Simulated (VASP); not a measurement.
VASP input:

File POSCAR:
```
ZrSe2
1
    1.9116049035    -3.3109970519     0.0000000000
    1.9116049035     3.3109970519     0.0000000000
    0.0000000000     0.0000000000     6.6776244115
Zr Se
1 2
Direct
  0.0000000000   0.0000000000   0.0000000000
  0.3333330000   0.6666670000   0.2378290880
  0.6666670000   0.3333330000   0.7621709120
```

### INCAR
```
SYSTEM = ZrSe2
PREC = Accurate; ENCUT = 480; LREAL = .FALSE.
LASPH = .TRUE.
EDIFF = 1E-7; NELM = 100; ALGO = Normal
LMAXMIX = 4
ISMEAR = 0; SIGMA = 0.05
GGA = PE
ISIF = 2
LWAVE = .FALSE.; LCHARG = .FALSE.
```

**KPOINTS**
```
Regular mesh
0
G
6 6 4
```

POTCAR, in this order: Zr_sv Se (PBE.64 set). Program: vasp_std.

### Question
Write an equivalent input for Ansatz.

### Answer
One equivalent input (not run):
Ansatz 0.2 input:
```yaml
crystal:
  lattice:
    - [1.9116049, -3.3109971, 0.0000000]
    - [1.9116049, 3.3109971, 0.0000000]
    - [0.0000000, 0.0000000, 6.6776244]
  atoms:
    - { symbol: Zr, position: [0.0000000, 0.0000000, 0.0000000] }
    - { symbol: Se, position: [0.3333330, 0.6666670, 0.2378291] }
    - { symbol: Se, position: [0.6666670, 0.3333330, 0.7621709] }
kpoints:
  mp_grid: { grid: [6, 6, 4] }
hamiltonian:
  xc: pbe
  pseudopotentials: { kind: paw }
scf:
  occupations: { method: gaussian, width: 0.05 }
  max_iter: 100
output: { forces: true, stress: true, eigenvalues: true }
```
Limits of the translation: each code has its own PAW files, so the cut-off isn't converted (ENCUT is set for VASP's; basis.ecutwfc is left out, and Ansatz then takes the one that its files recommend); Ansatz stops its SCF on the density residual and VASP on the energy change (EDIFF).

The compound is ZrSe2 in the 1T layered structure. This cell was strained or had an atom moved on purpose.
